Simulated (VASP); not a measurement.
Given:

```
CELL_PARAMETERS angstrom
      1.73130     0.99957     6.24965
     -1.73130     0.99957     6.24965
      0.00000    -1.99914     6.24965
ATOMIC_POSITIONS crystal
  Tl 0.50000 0.50000 0.50000
  Au 0.00000 0.00000 0.00000
  O  0.89291 0.89291 0.89291
  O  0.10709 0.10709 0.10709
```

Method: PBEsol GGA, VASP's PBE PAW potentials (set 64) (plane waves; VASP). Run with 520 eV cut-off, 12×12×12 Γ-centred mesh, tetrahedra with Blöchl corrections, potentials Tl_d Au O.

Unless said otherwise, spin-orbit coupling is left out, though it shifts the bands of the heavy elements here.

Problem. Estimate the energy per atom (σ→0), band gap (on the k-mesh) with the smallest direct gap where there is one.

Solution. 
```yaml
band gap (on the k-mesh): none (metal, semimetal or under 0.01 eV)
energy per atom (σ→0): -450.4 kJ/mol of atoms
```

The absolute energy has meaning only against runs of the same code, potentials and settings.

The structure comes from a computed database's TlAuO2 entry (R-3m); how it stands against other phases isn't given here. It was relaxed first.
